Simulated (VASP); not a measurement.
## SiNi (relaxed from the FeSi structure, space group P2_13): computed properties

All values below come from r2SCAN meta-GGA, VASP's PBE PAW potentials (set 64) (plane waves; VASP).

- space group = P2_13 (198)
- cell = a = b = c = 4.462 Å, α = β = γ = 90.00°
- volume per atom = 11.11 Å³/atom
- band gap (over mesh and band path) = none (metal, semimetal or under 0.01 eV)
- cell moment = 0.00 μB
- density = 6.49 g/cm³

```
NiSi
1.0
    4.46240     0.00000     0.00000
    0.00000     4.46240     0.00000
    0.00000     0.00000     4.46240
Ni Si
4 4
Direct
  0.14881   0.14881   0.14881
  0.64881   0.35119   0.85119
  0.85119   0.64881   0.35119
  0.35119   0.85119   0.64881
  0.84698   0.84698   0.84698
  0.34698   0.65302   0.15302
  0.15302   0.34698   0.65302
  0.65302   0.15302   0.34698
```

The structure was generated: SiNi was put into the FeSi type (P2_13), which need not be its known phase. It was relaxed first. Symmetry was kept, so distortions that lower it aren't found.
